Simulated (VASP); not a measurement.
VASP ran on this input.

### INCAR
```
SYSTEM  =  HfBe2
PREC  =  Accurate; ENCUT  =  300; LREAL  =  .FALSE.
LASPH  =  .TRUE.
EDIFF  =  1E-6; NELM  =  100; ALGO  =  Normal
LMAXMIX  =  6
ISMEAR  =  0; SIGMA  =  0.05
ISIF  =  2
LWAVE  =  .FALSE.; LCHARG  =  .FALSE.
```

File POSCAR:
```
HfBe2
1.0
  3.7039100000   0.0000000000   0.0000000000
 -1.8519550000   3.2076800000   0.0000000000
  0.0000000000   0.0000000000   3.1065610000
Hf Be
1 2
Cart
  0.0000000000   0.0000000000   0.0000000000
 -0.0000018520   2.1384544026   1.5532805000
  1.8519568520   1.0692255974   1.5532805000
```

KPOINTS:
```
Automatic mesh
0
G
 10 10 10
```

POTCAR, in this order: Hf_pv Be (LDA.64 set). Program: vasp_std.

Problem. Write an equivalent input for Ansatz.

Solution. One equivalent input (not run):
Ansatz 0.2 input:
```yaml
crystal:
  lattice:
    - [3.7039100, 0.0000000, 0.0000000]
    - [-1.8519550, 3.2076800, 0.0000000]
    - [0.0000000, 0.0000000, 3.1065610]
  atoms:
    - { symbol: Hf, position: [0.0000000, 0.0000000, 0.0000000] }
    - { symbol: Be, position: [0.3333330, 0.6666670, 0.5000000] }
    - { symbol: Be, position: [0.6666670, 0.3333330, 0.5000000] }
kpoints:
  mp_grid: { grid: [10, 10, 10] }
hamiltonian:
  xc: lda
  pseudopotentials: { kind: paw }
scf:
  occupations: { method: gaussian, width: 0.05 }
  max_iter: 100
output: { forces: true, stress: true, eigenvalues: true }
```
What does not carry over: each code has its own PAW files, so the cut-off isn't converted (ENCUT is set for VASP's; basis.ecutwfc is left out, and Ansatz then takes the one that its files recommend); Ansatz stops its SCF on the density residual and VASP on the energy change (EDIFF); Ansatz's lda is the Perdew-Wang form, while the LDA potentials of VASP carry Perdew-Zunger's.

The structure comes from a computed database's HfBe2 entry (P6/mmm); how it stands against other phases isn't given here. The cell was not relaxed at this level, and its volume differs by -5.9 % from the start's.
